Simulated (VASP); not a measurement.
# Sr2B2C (P4/mmm) in VASP: notebook, part 2 of 2

VASP 6.6.1. The steps go on from the part before.

### Step 3. Relaxation of cell and atoms, PBE (random cell by space group and Wyckoff sites (P4/mmm, No. 123))

File INCAR:

```
SYSTEM = Sr2B2C
PREC = Accurate
ENCUT = 600
EDIFF = 1E-6
ISMEAR = 0
SIGMA = 0.1
LREAL = .False.
LASPH = .True.
NELM = 60
ALGO = Normal
ISIF = 3
LWAVE = .False.
LCHARG = .False.
GGA = PE
IBRION = 2
NSW = 100
EDIFFG = -0.01
```

File KPOINTS:

```
Automatic mesh
0
Gamma
  8 8 6
  0 0 0
```

File POSCAR:

```
Sr2B2C
1.0
    4.5334818228      0.0000000000      0.0000000000
    0.0000000000      4.5334818228      0.0000000000
    0.0000000000      0.0000000000      6.3996473652
Sr B C
2 2 1
Direct
    0.0000000000      0.0000000000      0.0000000000
    0.0000000000      0.0000000000      0.5000000000
    0.5000000000      0.0000000000      0.0000000000
    0.0000000000      0.5000000000      0.0000000000
    0.5000000000      0.5000000000      0.0000000000
```

Potentials or basis: VASP PAW PBE potentials, release 64 (Sr_sv, B, C).

Started as:

```
$ cat potpaw_PBE.64/Sr_sv/POTCAR potpaw_PBE.64/B/POTCAR potpaw_PBE.64/C/POTCAR > POTCAR
$ mpirun -np 1 vasp_std > vasp.out
```

OUTCAR:

```text
SYSTEM = Sr2B2C
   PREC = Accurate
   ENCUT = 600
   EDIFF = 1E-6
   ISMEAR = 0
   LREAL = .False.
   LASPH = .True.
   NELM = 60
   ISIF = 3
   GGA = PE
   IBRION = 2
   NSW = 100
   EDIFFG = -0.01

 ion  position               nearest neighbor table
   1  0.000  0.000  0.000-   3 2.27   4 2.27   4 2.27   3 2.27   2 3.20   2 3.20   5 3.21   5 3.21
                             5 3.21   5 3.21
   2  0.000  0.000  0.500-   1 3.20   1 3.20
   3  0.500  0.000  0.000-   1 2.27   1 2.27
   4  0.000  0.500  0.000-   1 2.27   1 2.27
   5  0.500  0.500  0.000-   1 3.21   1 3.21   1 3.21   1 3.21

  LATTYP: Found a simple tetragonal cell.
 ALAT       =     4.5334818228
 C/A-ratio  =     1.4116406805

  Lattice vectors:

 A1 = (   4.5334818228,   0.0000000000,   0.0000000000)
 A2 = (   0.0000000000,   4.5334818228,   0.0000000000)
 A3 = (   0.0000000000,   0.0000000000,   6.3996473652)

Analysis of symmetry for initial positions (statically):
=====================================================================
 Subroutine PRICEL returns:
 Original cell was already a primitive cell.

 Routine SETGRP: Setting up the symmetry group for a
 simple tetragonal supercell.
[... 182 lines left out ...]
  -------------------------------------------------------------------------------------
  Total        0.5995292      0.5995292      0.4630451      0.0000000      0.0000000      0.0000000
  in kB        7.3029972      7.3029972      5.6404547      0.0000000      0.0000000      0.0000000
  external PRESSURE =       6.7488164 kB  Pullay stress =       0.0000000 kB
[... 182 lines left out ...]
--------------------------------------- Ionic step        6  -------------------------------------------

 number of electron      29.9999999 magnetization

 Free energy of the ion-electron system (eV)
  ---------------------------------------------------
  ext. energy  EPLUGINS =         0.00000000
  ---------------------------------------------------
  free energy    TOTEN  =       -13.24577249 eV

  energy without entropy =      -13.23484879  energy(sigma->0) =      -13.24031064

 E-fermi :   1.3739     XC(G=0):  -7.8752

 val. band max:        1.3737744723   @ k =   0.5000   0.3750   0.0000
 cond. band min:       1.3810209288   @ k =   0.1250   0.1250   0.3333
 fundamental gap:      0.0072464565
 Fermi energy:         1.3738865651

 k-point     1 :       0.0000    0.0000    0.0000
  band No.  band energies     occupation
      1     -36.1133      2.00000
      2     -32.9430      2.00000
      3     -18.2275      2.00000
      4     -17.9896      2.00000
      5     -17.9896      2.00000
      6     -15.4155      2.00000
[... 505 lines left out ...]
      6     -15.5502      2.00000
[... 11 lines left out ...]
     18       2.7295      0.00000
     19       2.7464      0.00000

 [... further k-points ...]

------------------------ aborting loop because EDIFF is reached ----------------------------------------

  FORCE on cell =-STRESS in cart. coord.  units (eV):
  Direction    XX          YY          ZZ          XY          YZ          ZX
  --------------------------------------------------------------------------------------
  -------------------------------------------------------------------------------------
  Total        0.0218241      0.0218241      0.0145613      0.0000000     -0.0000000      0.0000000
  in kB        0.2505462      0.2505462      0.1671672      0.0000000     -0.0000000      0.0000000
  external PRESSURE =       0.2227532 kB  Pullay stress =       0.0000000 kB
[... 20 lines left out ...]
  FREE ENERGIE OF THE ION-ELECTRON SYSTEM (eV)
  ---------------------------------------------------
  free  energy   TOTEN  =       -13.2457724904 eV

  energy  without entropy=      -13.2348487907  energy(sigma->0) =      -13.24031064

 reached required accuracy - stopping structural energy minimisation
```

CONTCAR:

```text
Sr2B2C
   1.00000000000000
     4.5805071920717531   -0.0000000000000000    0.0000000000000000
    -0.0000000000000000    4.5805071920717531    0.0000000000000000
    -0.0000000000000000   -0.0000000000000000    6.6516979008097410
  Sr              B               C
     2     2     1
Direct
     0.0000000000000000    0.0000000000000000    1.0000000000000000
     0.0000000000000000    0.0000000000000000    0.5000000000000000
     0.5000000000000000    0.0000000000000000    1.0000000000000000
     1.0000000000000000    0.5000000000000000    0.0000000000000000
     0.5000000000000000    0.5000000000000000    0.0000000000000000

  0.00000000E+00  0.00000000E+00  0.00000000E+00
  0.00000000E+00  0.00000000E+00  0.00000000E+00
  0.00000000E+00  0.00000000E+00  0.00000000E+00
  0.00000000E+00  0.00000000E+00  0.00000000E+00
  0.00000000E+00  0.00000000E+00  0.00000000E+00
```

Wall time 8.5 min (1 thread of Intel Xeon Platinum 8488C (Sapphire Rapids), shared host); peak memory 0.4 GiB.

What came out:

* Free energy: -13.2458 eV
* Relaxed volume: 27.91 Å³/atom
* Relaxed cell: a = 4.581 Å, b = 4.581 Å, c = 6.652 Å, α = 90.00°, β = 90.00°, γ = 90.00°
* Space group after relaxing (to 0.05 Å): P4/mmm (No. 123)
* Energy gained by relaxing: 3.1 meV/atom
* Ionic steps: 6
* Pressure after relaxing: 0.0 GPa
* Band gap on the k mesh: none (metal or under the smearing width)

The path:
```csv
step,energy change (eV),largest force (eV/Å),pressure (GPa),volume (Å³)
1,0.0000,0.0000,0.67,131.53
2,-0.0068,0.0000,0.36,133.65
3,-0.0095,0.0000,0.05,135.97
4,-0.0115,0.0000,0.05,136.64
5,-0.0149,0.0000,0.03,138.64
6,-0.0153,0.0000,0.02,139.56
```

Final structure:
```yaml
crystal:
  lattice:
    - [4.58051, 0.00000, 0.00000]
    - [0.00000, 4.58051, 0.00000]
    - [0.00000, 0.00000, 6.65170]
  atoms:
    - { symbol: Sr, position: [0.00000, 0.00000, 0.00000] }
    - { symbol: Sr, position: [0.00000, 0.00000, 0.50000] }
    - { symbol: B, position: [0.50000, 0.00000, 0.00000] }
    - { symbol: B, position: [0.00000, 0.50000, 0.00000] }
    - { symbol: C, position: [0.50000, 0.50000, 0.00000] }
```

Levels at points of the mesh, in eV from the Fermi level:
```csv
k point,band 13,band 14,band 15,band 16,band 17,band 18
"(0.00, 0.00, 0.00)",-2.63,-1.99,-1.25,0.85,1.32,1.47
"(0.50, 0.00, 0.00)",-2.11,-1.00,-0.33,0.28,1.14,1.25
"(0.50, 0.50, 0.00)",-1.11,-1.11,-0.61,-0.38,0.51,0.93
"(0.00, 0.00, 0.50)",-2.63,-2.63,0.22,0.51,1.78,1.96
"(0.50, 0.00, 0.50)",-2.10,-0.96,-0.91,1.45,1.72,1.80
"(0.50, 0.50, 0.50)",-0.89,-0.89,-0.69,-0.61,1.58,1.78
```

### Step 4. Single point, PBE (random cell by space group and Wyckoff sites (P4/mmm, No. 123))

File INCAR:

```
SYSTEM = Sr2B2C
  ALGO = Fast
  EDIFF = 1E-6
  ENCUT = 520
  GGA = PE
  ISIF = 2
  ISMEAR = 0
  LASPH = .True.
  LCHARG = .False.
  LREAL = .False.
  LWAVE = .False.
  NBANDS = 23
  NELM = 60
  PREC = Accurate
  SIGMA = 0.1
```

File KPOINTS:

```
k-points
0
Gamma
  4 4 4
  0 0 0
```

POSCAR: that of step 3 with these lines changed.

```diff
@@ -2,5 +2,5 @@
 1.0
-    4.5334818228      0.0000000000      0.0000000000
-    0.0000000000      4.5334818228      0.0000000000
-    0.0000000000      0.0000000000      6.3996473652
+    3.7890309600      0.0000000000      0.0000000000
+    0.0000000000      3.7890309600      0.0000000000
+    0.0000000000      0.0000000000      5.2466718300
 Sr B C
```

Potentials or basis: VASP PAW PBE potentials, release 64 (Sr_sv, B, C).

Started as:

```
$ cat potpaw_PBE.64/Sr_sv/POTCAR potpaw_PBE.64/B/POTCAR potpaw_PBE.64/C/POTCAR > POTCAR
$ mpirun -np 1 vasp_std > vasp.out
```

OUTCAR:

```text
SYSTEM = Sr2B2C
   EDIFF = 1E-6
   ENCUT = 520
   GGA = PE
   ISIF = 2
   ISMEAR = 0
   LASPH = .True.
   LREAL = .False.
   NELM = 60
   PREC = Accurate

 ion  position               nearest neighbor table
   1  0.000  0.000  0.000-   3 1.89   4 1.89   4 1.89   3 1.89   2 2.62   2 2.62   5 2.68   5 2.68
                             5 2.68   5 2.68   2 4.61   2 4.61   2 4.61   2 4.61   2 4.61   2 4.61
   2  0.000  0.000  0.500-   1 2.62   1 2.62   4 3.24   3 3.24   3 3.24   4 3.24   4 3.24   4 3.24
                             3 3.24   3 3.24   1 4.61   1 4.61   1 4.61   1 4.61   1 4.61   1 4.61
   3  0.500  0.000  0.000-   1 1.89   5 1.89   5 1.89   1 1.89   2 3.24   2 3.24   2 3.24   2 3.24

[... 670 lines left out ...]
  Total       15.3346207     15.3346207     12.0540133      0.0000000      0.0000000      0.0000000
  in kB      326.1695472    326.1695472    256.3905654      0.0000000      0.0000000      0.0000000
  external PRESSURE =     302.9098866 kB  Pullay stress =       0.0000000 kB

 VOLUME and BASIS-vectors are now :
 -----------------------------------------------------------------------------
  energy-cutoff  :      520.00
  volume of cell :       75.33
      direct lattice vectors                 reciprocal lattice vectors
     3.789030960  0.000000000  0.000000000     0.263919723  0.000000000  0.000000000
     0.000000000  3.789030960  0.000000000     0.000000000  0.263919723  0.000000000
     0.000000000  0.000000000  5.246671830     0.000000000  0.000000000  0.190597017

 POSITION                                       TOTAL-FORCE (eV/Angst)
 -----------------------------------------------------------------------------------
      0.00000      0.00000      0.00000         0.000000      0.000000      0.000000
      0.00000      0.00000      2.62334         0.000000      0.000000      0.000000
      1.89452      0.00000      0.00000         0.000000      0.000000      0.000000
      0.00000      1.89452      0.00000         0.000000      0.000000      0.000000
      1.89452      1.89452      0.00000         0.000000      0.000000      0.000000
 -----------------------------------------------------------------------------------
    total drift:                               -0.000000      0.000000     -0.000000

  FREE ENERGIE OF THE ION-ELECTRON SYSTEM (eV)
  ---------------------------------------------------
  free  energy   TOTEN  =       -10.0526531341 eV

  energy  without entropy=      -10.0308439766  energy(sigma->0) =      -10.04174856
```

OSZICAR:

```text
N       E                     dE             d eps       ncg     rms          rms(c)
DAV:   1     0.159071304314E+03    0.15907E+03   -0.15179E+04   828   0.124E+03
DAV:   2    -0.430141233704E+01   -0.16337E+03   -0.15288E+03  1030   0.267E+02
DAV:   3    -0.148464560812E+02   -0.10545E+02   -0.10312E+02  1418   0.534E+01
[... 11 lines left out ...]
RMM:  15    -0.100526412661E+02   -0.14484E-04   -0.12074E-04  1246   0.323E-02    0.779E-03
RMM:  16    -0.100526485988E+02   -0.73327E-05   -0.57452E-05  1069   0.214E-02    0.687E-03
RMM:  17    -0.100526510677E+02   -0.24688E-05   -0.23905E-05  1000   0.144E-02    0.213E-03
RMM:  18    -0.100526524232E+02   -0.13555E-05   -0.11311E-05   844   0.917E-03    0.186E-03
RMM:  19    -0.100526531341E+02   -0.71083E-06   -0.60951E-06   753   0.687E-03
   1 F= -.10052653E+02 E0= -.10041749E+02  d E =-.218092E-01
```

Run time: 32 s. Hardware: 1 thread of Intel Xeon Platinum 8488C (Sapphire Rapids), shared host; peak memory 0.19 GiB.

What came out:

* Free energy: -10.0527 eV
* Pressure: 30.3 GPa
* Band gap on the k mesh: none (metal or under the smearing width)

Levels at points of the mesh, in eV from the Fermi level:
```csv
k point,band 13,band 14,band 15,band 16,band 17,band 18
"(0.00, 0.00, 0.00)",-4.30,-2.28,-0.30,0.20,0.20,0.40
"(0.50, 0.00, 0.00)",-2.78,-0.82,-0.70,-0.13,0.61,0.64
"(0.50, 0.50, 0.00)",-4.17,-2.94,-2.30,-1.39,0.16,0.84
"(0.00, 0.00, 0.50)",-5.18,-1.03,-0.67,0.42,2.32,2.32
"(0.50, 0.00, 0.50)",-2.71,-2.06,-1.08,0.99,2.12,2.86
"(0.50, 0.50, 0.50)",-3.33,-3.03,-2.93,-1.11,1.63,1.63
```

Caveat: the k mesh is coarse (spacing up to 0.41 Å⁻¹), so the values aren't converged; a pressure of tens of GPa on the cell as given is suspect, and the run, the potentials or the cell itself is likely at fault.

### Step 5. Summary

```csv
task,cell,k mesh,cutoff (eV),mesh quality,gap on the mesh (eV),pressure (GPa)
single point,"random cell by space group and Wyckoff sites (P4/mmm, No. 123)",8 × 8 × 6,520,not flagged,none,0.1
relaxation of cell and atoms,"relaxed from: random cell by space group and Wyckoff sites (P4/mmm, No. 123)",8 × 8 × 6,600,not flagged,none,0.0
single point,"random cell by space group and Wyckoff sites (P4/mmm, No. 123)",4 × 4 × 4,520,coarse,none,30.3
```

Alike in all rows: level PBE; potentials or basis VASP PAW PBE potentials, release 64 (Sr_sv, B, C); no spin polarisation; smearing gaussian 0.1 eV.

Caveats: some runs use coarse meshes; a pressure of tens of GPa on the cell as given is suspect, and the run, the potentials or the cell itself is likely at fault (some runs).

Total energies depend on the potentials used, so only differences within one code and one set of settings carry meaning.
